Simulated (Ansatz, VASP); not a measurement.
## Au: VASP beside Ansatz

Aim: how closely do two programs agree when they are given the same cell, functional and k mesh? Of the first pair: The structure shown is the end of the Ansatz relaxation below.

Main program and level: Ansatz 0.2.0; plane waves, with VASP 6.6.1 beside it; single point at LDA.

### Step 1. The structure

The cell holds 5 atoms: 5 Au. Its edges and angles: a = 2.752 Å, b = 2.752 Å, c = 40.120 Å, α = 90.0°, β = 90.0°, γ = 90.0°. It derives from Au. Vacuum lies along c.

### Step 2. Ansatz: relaxation, LDA

Ansatz runs on its PAW soft_1 files.

This run makes the geometry at which the two programs are then compared.

The input, input.yaml:

```yaml
crystal:
  lattice:
    - [1.9463632691, 1.9463632691, 0.0]
    - [-1.9463632691, 1.9463632691, 0.0]
    - [0.0, 0.0, 40.12003088]
  atoms:
    - { symbol: Au, position: [0.0, 0.0, 0.15707012] }
    - { symbol: Au, position: [0.5, 0.5, 0.2099639171] }
    - { symbol: Au, position: [0.0, 0.0, 0.2637086704] }
    - { symbol: Au, position: [0.5, 0.5, 0.3174534237] }
    - { symbol: Au, position: [0.0, 0.0, 0.3703472208] }
  periodic: [true, true, false]
kpoints:
  mp_grid: { grid: [12, 12, 1] }
hamiltonian:
  xc: lda
  pseudopotentials: { kind: paw, azcp: { folder: soft_1 }, xc_functional: pbe }
scf:
  occupations: { method: methfessel_paxton, width: 0.2 }
output:
  forces: true
  stress: true
  eigenvalues: true
  write_density: true
  write_potential: true
  elf: true
  volumetric_format: npy
relax:
  adjacent_minimum: "off"
  f_tol: 0.001
  max_steps: 60
  cell: { stress_2d_tol: 0.002 }
```

Run with:

```bash
ansatz run input.yaml --threads 4 --pin off --max-ram 16384MiB --backend cpu --events-out ev --progress --plain --runs-dir out
```

Numbers of over 12 decimals in the logs are rounded to 6 here.

The log of the run:

```text
Engine: ansatz 0.2.0, aarch64-unknown-linux-gnu
Pseudopotentials: kind: paw
Pseudopotential: Au, paw, valence charge 19, recommended cutoff 420 eV (normal), soft_1/Au.paw.azcp
Functional definition: SPW92
  exchange = slater_x
  correlation = pw_c
Crystal: 5 atoms, lattice volume = 303.976 Å³
Basis set: ecut = 420 eV, 6043 PW (Γ)
Bands: 57, of which v1, the nominal top of the filled ones, is band 48 counted from 1 (47 counted from 0)
Symmetry: 16 space group operations
Space group: P4/mmm (ITA 123), of the structure as read, at distance tolerance 6.7e-5 Å
k-points: 28 of 144
Non-local potential: Au, projectors of the file, l = 0: 3, l = 1: 2, l = 2: 2, l = 3: 1
PAW form: soft (Blöchl's): semilocal exchange-correlation on the pseudo side does not see the compensation charge
PAW frozen core: Au, regenerated for the run's functional, and the local potential with it (the file was generated under x = pbe(κ = 0.804, μ = 0.219515), c = pbe(β = 0.066725))
PAW one-centre angular grid: Au, 590 points (default); XC on 64 Gauss nodes
Initial density: superposition of atomic densities (neutral atoms: chi_scale 0, normalization atom)
Initial wavefunctions: pseudopotential atomic-orbital guess
Functional: x = slater, c = lda
SCF iter   1: F=—  HF=-64332.442386 eV  |F-HF|=—  |Δ(HF+E_count)|=         —  Δρ=4.11e-2  dr2=6.48e0  ethr=3.10e-3  ⟨swp⟩=19.8  Hψ=12373  notcnv=0  defer=5
preconditioner: auto → LDOS  [metal: Δε(μ)=0.052 eV  Ē_g=8.872 eV  σ=0.200 eV  W_gap=0.21  n_scr=28 (ndim 8)  ℏωp=15.8 eV  f_vac=0.698  D(μ)=1.63/eV (n_scr^D=12)  β→1.0]
SCF iter   2: F=—  HF=-64332.562694 eV  |F-HF|=—  |Δ(HF+E_count)|=   1.20e-1  S|Δr|=    0.00e0  Δρ=4.33e-2  dr2=5.43e0  ethr=3.10e-3  ⟨swp⟩=3.8  Hψ=4446  notcnv=0  defer=88
SCF iter   3: F=—  HF=-64330.661199 eV  |F-HF|=—  |Δ(HF+E_count)|=    1.90e0  S|Δr|=    0.00e0  Δρ=2.63e-3  dr2=1.54e-2  ethr=3.10e-3  ⟨swp⟩=3.0  Hψ=3992  notcnv=0  defer=88
SCF iter   4: F=—  HF=-64330.691646 eV  |F-HF|=—  |Δ(HF+E_count)|=   3.04e-2  S|Δr|=    0.00e0  Δρ=2.16e-3  dr2=1.01e-2  ethr=1.62e-5  ⟨swp⟩=3.8  Hψ=4149  notcnv=0  defer=87
SCF iter   5: F=—  HF=-64330.688850 eV  |F-HF|=—  |Δ(HF+E_count)|=   2.80e-3  S|Δr|=    0.00e0  Δρ=1.02e-3  dr2=1.18e-3  ethr=1.06e-5  ⟨swp⟩=3.3  Hψ=3230  notcnv=0  defer=87
SCF iter   6: F=—  HF=-64330.688773 eV  |F-HF|=—  |Δ(HF+E_count)|=   7.67e-5  S|Δr|=    0.00e0  Δρ=4.36e-4  dr2=7.76e-4  ethr=1.24e-6  ⟨swp⟩=3.0  Hψ=3491  notcnv=0  defer=87
SCF iter   7: F=—  HF=-64330.688588 eV  |F-HF|=—  |Δ(HF+E_count)|=   1.85e-4  S|Δr|=    0.00e0  Δρ=2.50e-4  dr2=8.48e-5  ethr=8.17e-7  ⟨swp⟩=2.8  Hψ=2647  notcnv=0  defer=87
SCF iter   8: F=—  HF=-64330.688390 eV  |F-HF|=—  |Δ(HF+E_count)|=   1.99e-4  S|Δr|=    0.00e0  Δρ=4.80e-5  dr2=3.57e-6  ethr=8.93e-8  ⟨swp⟩=3.6  Hψ=3849  notcnv=0  defer=87
SCF iter   9: F=—  HF=-64330.688389 eV  |F-HF|=—  |Δ(HF+E_count)|=   1.05e-6  S|Δr|=    0.00e0  Δρ=2.39e-5  dr2=8.98e-7  ethr=3.76e-9  ⟨swp⟩=3.8  Hψ=3998  notcnv=0  defer=87
SCF iter  10: F=—  HF=-64330.688389 eV  |F-HF|=—  |Δ(HF+E_count)|=   2.65e-7  S|Δr|=    0.00e0  Δρ=8.87e-6  dr2=1.09e-7  ethr=9.45e-10  ⟨swp⟩=3.8  Hψ=3790  notcnv=0  defer=87
[...]
SCF iter  11: F=-64330.688389 eV  HF=-64330.688389 eV  |F-HF|=5.54e-9  |Δ(HF+E_count)|=   3.89e-8  S|Δr|=    0.00e0  Δρ=2.31e-6  dr2=7.55e-9  ethr=1.05e-10  ⟨swp⟩=41.1  Hψ=19799  notcnv=0
iter 12 did not close the SCF: its close was put off until two iterations running show no level that it waits for move by more than its bar (scf_convergence_deferred on its scf_iter line)
SCF iter  12: F=-64330.688389 eV  HF=-64330.688389 eV  |F-HF|=4.22e-10  |Δ(HF+E_count)|=   1.76e-9  S|Δr|=    0.00e0  Δρ=2.62e-7  dr2=2.06e-10  ethr=7.94e-12  ⟨swp⟩=12.1  Hψ=12649  notcnv=0
iter 13 did not close the SCF: its close was put off until two iterations running show no level that it waits for move by more than its bar (scf_convergence_deferred on its scf_iter line)
SCF iter  13: F=-64330.688389 eV  HF=-64330.688389 eV  |F-HF|=6.26e-10  |Δ(HF+E_count)|=  1.31e-10  S|Δr|=    0.00e0  Δρ=3.10e-8  dr2=2.21e-12  ethr=1.00e-12  ⟨swp⟩=9.3  Hψ=10708  notcnv=0
SCF iter  14: F=-64330.688389 eV  HF=-64330.688389 eV  |F-HF|=6.62e-10  |Δ(HF+E_count)|=  3.86e-10  S|Δr|=    0.00e0  Δρ=7.01e-9  dr2=1.99e-13  ethr=1.00e-12  ⟨swp⟩=6.4  Hψ=7976  notcnv=0
SCF 1 converged in 14 iterations: F = -64330.688389 eV  dr2 = 1.99e-13
  greatest PAW one-centre occupation: 1.001 electrons in one spin orbital (limit 2), on the Au atom at site 2 (counted from 0), in its partial waves of l = 0
[...]
SCF iter   5: F=—  HF=-64330.688412 eV  |F-HF|=—  |Δ(HF+E_count)|=  1.16e-10  S|Δr|=    0.00e0  Δρ=1.10e-7  dr2=7.00e-11  ethr=2.30e-13 (applied; sched 1.00e-12)  ⟨swp⟩=2.9  Hψ=3402  notcnv=0
SCF iter   6: F=—  HF=-64330.688412 eV  |F-HF|=—  |Δ(HF+E_count)|=  3.35e-10  S|Δr|=    0.00e0  Δρ=9.64e-8  dr2=8.99e-12  ethr=7.37e-14 (applied; sched 1.00e-12)  ⟨swp⟩=3.7  Hψ=3789  notcnv=0
SCF iter   7: F=—  HF=-64330.688412 eV  |F-HF|=—  |Δ(HF+E_count)|=  6.18e-10  S|Δr|=    0.00e0  Δρ=9.14e-9  dr2=1.62e-13  ethr=9.46e-15 (applied; sched 1.00e-12)  ⟨swp⟩=3.7  Hψ=3773  notcnv=0  defer=2
SCF iter   8: F=-64330.688412 eV  HF=-64330.688412 eV  |F-HF|=5.68e-10  |Δ(HF+E_count)|=  5.38e-10  S|Δr|=    0.00e0  Δρ=3.44e-9  dr2=9.33e-15  ethr=1.00e-12  ⟨swp⟩=21.3  Hψ=9822  notcnv=0
SCF 5 converged in 8 iterations: F = -64330.688412 eV  dr2 = 9.33e-15
relax step   5: F+E_penalty+E_count = -64330.68841241 eV  Δ(F+E_penalty+E_count) = +1.247e-5 eV  max|allowed force component| = 1.340e-4 eV/Å  Δτ_max = 0.0000 Å  P = -0.001 N/m  Ω = 303.788 Å³  fix = [c, alpha, beta]  reactions: c +0.000 N/m  stress off target by 6.57e-4 N/m on what of the cell is left free  SCF on the basis re-selected at this cell (its energy is not comparable with the rows above)  (8 SCF iters)
basis re-selected at this cell: Δ(F+E_penalty+E_count) = +1.247e-5 eV, ΔP = +0.000 N/m vs the last step (what re-selecting the basis moved, of the pressure what is left beyond the Pulay correction that the steps carried, after the strain that the cell walked since its last selection, with what the two solves' SCF thresholds leave and, on support functions, any second-order correction that the steps lacked; it is no m [...]
WARN: The output density's exchange-correlation potential varies sharply where the density is thin. Do not read a vacuum level from v_tot or v_xc, or from such a field of the output density. On a cell that repeats whose density bears no net charge and no dipole along the vacuum's axis use v_es (v_loc + v_h of the components); under efield.dipole_correction with no amplitude use v_es + v_field, which holds any externa [...]
SCF converged after 8 iterations
Stability not checked: this state was not tested for a lower state beside it, because cold or Methfessel-Paxton smearing, or corrected tetrahedra, fill the levels in a way that the test cannot read (fill_not_monotonic; see scf.lower_state_search)
Free energy (F): -64330.688412 eV
Harris-Foulkes:  -64330.688412 eV  (|F-HF|=5.68e-10)
Internal energy: -64330.685166 eV  (E = F + TS)
E sigma→0 (E₀):  -64330.687601 eV
Entropy (-TS):   -0.003246 eV (-0.649 meV/atom)
Fermi energy:    -5.542874 eV
--- Per-component energies (eV) ---
  E_band       = -3519.554064
  E_kinetic    = 2894.127656
  E_local      = -709660.533180  (includes V_loc(G=0)·N_el)
  E_nonlocal   = 526.861066
  E_hartree    = 353018.576157
  E_xc         = -1070.869142
  E_vxc        = -1306.664048  (∫ρ·V_xc dr)
  E_paw        = -47239.881436  (= ΣΔE_a)
  E_vpaw       = -2010.505353  (= ΣTr[D̂ρ^β])
  E_aug_tail   = 0.007512  (compensation charges beyond the density's cutoff)
  E_ewald      = 337198.412473
  E_core_change = 2.613730  (= ΣΔE_core)
  E_smearing   = -0.003246  (= −TS)
  E_closure    = 0.000000  (closes the sum)
  Σ components = -64330.688412   (vs F -64330.688412, Δ=0.00e0)
--- Forces (eV/Å), atoms counted from 1 ---
  atom   1  Au     0.00000000     0.00000000    -0.00004796
  atom   2  Au    -0.00000000     0.00000000     0.00013405
  atom   3  Au    -0.00000000     0.00000000     0.00000000
  atom   4  Au    -0.00000000     0.00000000    -0.00013405
  atom   5  Au     0.00000000     0.00000000     0.00004796
  max |Σ_I F_I| component: 2.71e-20 eV/Å
--- 2D stress c σ (N/m, compression-positive) ---
       -0.000657       0.000000       0.000000
        0.000000      -0.000657       0.000000
        0.000000       0.000000       0.000000
  P = ½ c Tr σ = -0.0007 N/m
--- Band table (eV; the first three rows and the last of 28) ---
  k-point 0: bands = [... 44 lower, -7.6366, -7.2659, -7.2659, -7.2440, -7.2270, -6.1639, -5.0197, -0.4280 (-0.4348°), ... 5 higher]
  k-point 1: bands = [... 44 lower, -7.4800, -7.4214, -7.3987, -7.3374, -7.2062, -5.7350, -4.4375, -0.3416 (-0.3467°), ... 5 higher]
  k-point 2: bands = [... 44 lower, -7.6205, -7.6153, -7.3922, -7.2648, -6.9140, -4.9286, -3.2415, -0.1501 (-0.1517°), ... 5 higher]
  k-point 27: bands = [... 44 lower, -6.1879, -3.2605, -3.2605, -1.4682, -1.4682, 0.5628, 0.5855, 0.5908, ... 5 higher]
  ° read free of the cell's end (the report's vacuum.weakly_bound_levels)
--- Relaxed structure (4 steps of the walk, 4 accepted, 1 SCFs on fresh bases) ---
  F+E_penalty+E_count = -64330.68841241 eV   max|allowed force component| = 1.340e-4 eV/Å   (the final SCF, on the basis selected at the relaxed cell)
  cell:  # Å, volume = 303.7883 Å³
    - [1.945763, 1.945763, 0.0]
    - [-1.945763, 1.945763, 0.0]
    - [0.0, 0.0, 40.12003088]
  atoms:
    - { symbol: Au, position: [0, 0, 0.156984] }
    - { symbol: Au, position: [0.5, 0.5, 0.209933] }
    - { symbol: Au, position: [0, 0, 0.263709] }
    - { symbol: Au, position: [0.5, 0.5, 0.317484] }
    - { symbol: Au, position: [0, 0, 0.370434] }
```

### Step 3. VASP: single point, LDA, relaxed cell, pair 1

The same cell, functional (in two slightly different forms), mesh and smearing now go to VASP, with its own data sets.

Lines of VASP's logs that name or quote its potential files are left out, and so is its time.

The input, INCAR:

```
SYSTEM = Au
PREC = Accurate
ENCUT = 400
EDIFF = 1E-06
NELM = 120
ISMEAR = 1
SIGMA = 0.2
LREAL = .FALSE.
ALGO = Normal
GGA = CA
NBANDS = 34
LASPH = .TRUE.
LORBIT = 11
LWAVE = .FALSE.
LCHARG = .FALSE.
ISIF = 2
LDIPOL = .TRUE.
IDIPOL = 3
DIPOL = 0.5 0.5 0.264
LVHAR = .TRUE.
GGA_COMPAT = .FALSE.
NELMDL = -8
KPAR = 2
```

The input, POSCAR:

```
Au
1.0
    1.9457627073      1.9457627073      0.0000000000
   -1.9457627073      1.9457627073      0.0000000000
    0.0000000000      0.0000000000     40.1200308800
Au
5
Direct
    0.0000000000      0.0000000000      0.1569837745
    0.5000000000      0.5000000000      0.2099331493
    0.0000000000      0.0000000000      0.2637086704
    0.5000000000      0.5000000000      0.3174841915
    0.0000000000      0.0000000000      0.3704335663
```

The input, KPOINTS:

```
Automatic mesh
0
Gamma
12 12 1
0 0 0
```

PAW data sets: Au (LDA family, release 64).

Run with:

```bash
mpirun -np 2 vasp_std
```

The log of the run:

```text
[banner, memory and clock lines left out]
running    2 mpi-ranks, on    1 nodes
 distrk:  each k-point on    1 cores,    2 groups
 distr:  one band on    1 cores,    1 groups

 POSCAR found type information on POSCAR Au
 POSCAR found :  1 types and       5 ions
 LDA part: xc-table for (Slater(with rela. corr.)+CA(PZ))
 , standard interpolation
 POSCAR, INCAR and KPOINTS ok, starting setup
 FFT: planning ... GRIDC
 FFT: planning ... GRID_SOFT
 FFT: planning ... GRID
 WAVECAR not read
 entering main loop
       N       E                     dE             d eps       ncg     rms          rms(c)
DAV:   1     0.358594313659E+03    0.35859E+03   -0.20182E+04  1952   0.107E+03
DAV:   2    -0.250622607820E+01   -0.36110E+03   -0.34522E+03  2488   0.248E+02
DAV:   3    -0.222848699403E+02   -0.19779E+02   -0.19046E+02  2172   0.573E+01
DAV:   4    -0.226371185336E+02   -0.35225E+00   -0.35093E+00  2476   0.806E+00
DAV:   5    -0.226433666360E+02   -0.62481E-02   -0.62467E-02  2294   0.104E+00
DAV:   6    -0.226435735614E+02   -0.20693E-03   -0.20692E-03  2532   0.176E-01
DAV:   7    -0.226435820938E+02   -0.85324E-05   -0.85324E-05  2226   0.311E-02
DAV:   8    -0.226435824754E+02   -0.38160E-06   -0.38153E-06  1964   0.614E-03    0.216E+01
DAV:   9    -0.211372323952E+02    0.15064E+01   -0.53168E+00  2078   0.161E+01    0.144E+01
DAV:  10    -0.212012964037E+02   -0.64064E-01   -0.28071E+00  2028   0.157E+01    0.413E+00
DAV:  11    -0.210100263865E+02    0.19127E+00   -0.18729E+00  1964   0.158E+01    0.202E+00
DAV:  12    -0.209866477580E+02    0.23379E-01   -0.14747E-01  2124   0.345E+00    0.353E-01
DAV:  13    -0.209855206771E+02    0.11271E-02   -0.13200E-02  2242   0.913E-01    0.136E-01
DAV:  14    -0.209855877776E+02   -0.67101E-04   -0.52226E-04  2294   0.140E-01    0.100E-01
DAV:  15    -0.209857248124E+02   -0.13703E-03   -0.15072E-04  2106   0.737E-02    0.281E-02
DAV:  16    -0.209857509045E+02   -0.26092E-04   -0.87885E-05  2222   0.904E-02    0.899E-03
DAV:  17    -0.209857942794E+02   -0.43375E-04   -0.95658E-06  2150   0.164E-02    0.503E-03
DAV:  18    -0.209858373310E+02   -0.43052E-04   -0.67106E-06  1748   0.120E-02    0.427E-03
DAV:  19    -0.209858692282E+02   -0.31897E-04   -0.50284E-06  1548   0.906E-03    0.253E-03
DAV:  20    -0.209858891474E+02   -0.19919E-04   -0.50207E-06  1600   0.650E-03    0.109E-03
DAV:  21    -0.209858927895E+02   -0.36421E-05   -0.32845E-07  1412   0.279E-03    0.561E-04
DAV:  22    -0.209858957450E+02   -0.29555E-05   -0.15472E-07  1334   0.100E-03    0.492E-04
DAV:  23    -0.209858970467E+02   -0.13017E-05   -0.64922E-08  1314   0.662E-04    0.361E-04
DAV:  24    -0.209858974302E+02   -0.38346E-06   -0.16261E-08  1264   0.398E-04
   1 F= -.20985897E+02 E0= -.20984806E+02  d E =-.327419E-02
```

Parts of OUTCAR (step 3):

```text
ion  position               nearest neighbor table
   1  0.000  0.000  0.157-   2 2.88   2 2.88   2 2.88   2 2.88
   2  0.500  0.500  0.210-   1 2.88   1 2.88   1 2.88   1 2.88   3 2.91   3 2.91   3 2.91   3 2.91

  LATTYP: Found a simple tetragonal cell.
 ALAT       =     2.7517240098
 C/A-ratio  =    14.5799617755

 Subroutine GETGRP returns: Found 16 space group operations
 (whereof  8 operations were pure point group operations)

The static configuration has the point symmetry C_4v.
 The point group associated with its full space group is D_4h.

 Found     28 irreducible k-points:

   k-points           NKPTS =     28   k-points in BZ     NKDIM =     28   number of bands    NBANDS=     34

   dimension x,y,z NGX =    18 NGY =   18 NGZ =  270
   dimension x,y,z NGXF=    36 NGYF=   36 NGZF=  540

   ENCUT  =  400.0 eV  29.40 Ry    5.42 a.u.   4.49  4.49 65.43*2*pi/ulx,y,z

   NELECT =      55.0000    total number of electrons

 k-points in reciprocal lattice and weights: Automatic mesh
   0.00000000  0.00000000  0.00000000       0.007
   0.08333333  0.00000000  0.00000000       0.028
   0.16666667  0.00000000  0.00000000       0.028
   0.25000000  0.00000000  0.00000000       0.028
   0.33333333  0.00000000  0.00000000       0.028
   0.41666667  0.00000000  0.00000000       0.028
   0.50000000  0.00000000  0.00000000       0.014
   0.08333333  0.08333333  0.00000000       0.028
   0.16666667  0.08333333  0.00000000       0.056
[...]
0.50000000  0.41666667  0.00000000       0.028
   0.50000000  0.50000000  0.00000000       0.007

 dipolmoment           0.000000      0.000000      0.000002 electrons x Angstroem

 average (electrostatic) potential at core
       1 -74.5819       2 -75.1297       3 -75.1744       4 -75.1297       5 -74.5819

 E-fermi :  -1.3732

 k-point     1 :       0.0000    0.0000    0.0000
  band No.  band energies     occupation
    ...
     26      -3.1320      2.00000
     27      -3.1320      2.00000
     28      -3.1134      2.00000
     29      -3.0962      2.00000
     30      -1.9886      2.00012
     31      -0.8515     -0.00141
     32       3.7324      0.00000
     33       3.9928      0.00000
     34       4.1692      0.00000

 k-point     2 :       0.0833    0.0000    0.0000
  band No.  band energies     occupation
    ...
     26      -3.2893      2.00000
     27      -3.2505      2.00000
     28      -3.2065      2.00000
     29      -3.0736      2.00000
     30      -1.5637      2.03883
     31      -0.2737     -0.00000
     32       3.8225      0.00000
     33       4.1326      0.00000
     34       4.3031      0.00000

 k-point     3 :       0.1667    0.0000    0.0000
  band No.  band energies     occupation
    ...
     25      -3.4879      2.00000
     26      -3.4836      2.00000
     27      -3.2589      2.00000
     28      -3.1317      2.00000
     29      -2.7530      2.00000
     30      -0.7565     -0.00012
     31       0.9192     -0.00000
     32       4.0257      0.00000
     33       4.5491      0.00000
     34       4.7029      0.00000

  Total        0.2947503      0.2947503      0.1515327      0.0000000      0.0000000      0.0000000
  in kB        1.5545111      1.5545111      0.7991823      0.0000000      0.0000000      0.0000000
  external PRESSURE =       1.3027349 kB  Pullay stress =       0.0000000 kB

  energy-cutoff  :      400.00
  volume of cell :      303.79
      direct lattice vectors                 reciprocal lattice vectors
     1.945762707  1.945762707  0.000000000     0.256968642  0.256968642  0.000000000
    -1.945762707  1.945762707  0.000000000    -0.256968642  0.256968642  0.000000000
     0.000000000  0.000000000 40.120030880     0.000000000  0.000000000  0.024925205

 POSITION                                       TOTAL-FORCE (eV/Angst)
 -----------------------------------------------------------------------------------
      0.00000      0.00000      6.29819         0.000000      0.000000     -0.023965
      0.00000      1.94576      8.42252        -0.000000     -0.000000     -0.000850
      0.00000      0.00000     10.58000         0.000000      0.000000      0.000000
      0.00000      1.94576     12.73748         0.000000      0.000000      0.000850
      0.00000      0.00000     14.86181        -0.000000     -0.000000      0.023965
 -----------------------------------------------------------------------------------
    total drift:                               -0.000000      0.000000      0.000049

  FREE ENERGIE OF THE ION-ELECTRON SYSTEM (eV)
  ---------------------------------------------------
  free  energy   TOTEN  =       -20.9858974302 eV

  energy  without entropy=      -20.9826232371  energy(sigma->0) =      -20.98480603

 vacuum level on the upper side and lower side of the slab         4.153         4.153

 total charge
# of ion       s       p       d       tot
------------------------------------------
    1        0.589   0.293   8.765   9.646
    2        0.556   0.389   8.773   9.718
    3        0.558   0.397   8.763   9.718
    4        0.556   0.389   8.773   9.718
    5        0.589   0.293   8.765   9.646
--------------------------------------------------
tot          2.848   1.760  43.838  48.447

[... 3 further parts left out ...]
```

The run ends at a pressure of 0.13 GPa, with forces up to 0.024 eV/Å.

### Step 4. Comparison

Known differences besides the potentials themselves: the two LDA forms differ slightly; Ansatz cuts the interaction across the vacuum, VASP repeats the sheet with a dipole correction; the data sets hold 95 valence electrons in Ansatz (on its PAW soft_1 files) and 55 in VASP; the cutoff is 420 eV in Ansatz and 400 eV in VASP; VASP's log shows a relativistic correction to its local exchange, Ansatz's none. Total energies have different zeros and are not compared.

At this near-relaxed geometry the largest component of a force difference is 24 meV/Å. With vacuum in the cell, a pressure given here is an average over mostly empty space and none of the material.

(Continued in part 2 of 2.)

[Lines on the potential files, build, host, timing and source positions are cut from VASP's logs without a mark.]

[Logs are printed without paths, hosts, clocks, repeated set-up lines and the standing remarks that a program may print on its own settings, such as how far it seeks lower states.]

[Hosts, paths, dates, database ids (printed as entryN), source tags and the programs' standing remarks are cut or masked in the printed files.]
